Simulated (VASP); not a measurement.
Data:

```
AlLa
1.0
    0.00000     3.54240     3.54240
    3.54240     0.00000     3.54240
    3.54240     3.54240     0.00000
La Al
1 1
Direct
  0.00000   0.00000   0.00000
  0.50000   0.50000   0.50000
```

Calculation: PBE GGA, VASP's PBE PAW potentials (set 64) (plane waves; VASP). Numerical set-up: 400 eV cut-off, 8×8×8 Γ-centred mesh, first-order Methfessel-Paxton smearing of 0.10 eV, potentials La Al.

Energy and stress use the plane-wave basis of the starting cell.

Q: The ions, cell shape and volume are relaxed. Which structure does the run end with?

A: 
```
AlLa
1.0
    0.00000     3.20007     3.20007
    3.20007     0.00000     3.20007
    3.20007     3.20007     0.00000
La Al
1 1
Direct
  0.00000   0.00000   0.00000
  0.50000   0.50000   0.50000
```
Space group Fm-3m (225), at a tolerance of 0.03 Å.

Q: How do energy and volume change from the first to the last step?

A: The energy (σ→0) changes by -322.0 meV/atom and the volume by -26.3 %, in 3 ionic steps.

The structure was generated: LaAl was put into the rock salt type (Fm-3m), which need not be its known phase. This run relaxes it. Symmetry was kept, so distortions that lower it aren't found.
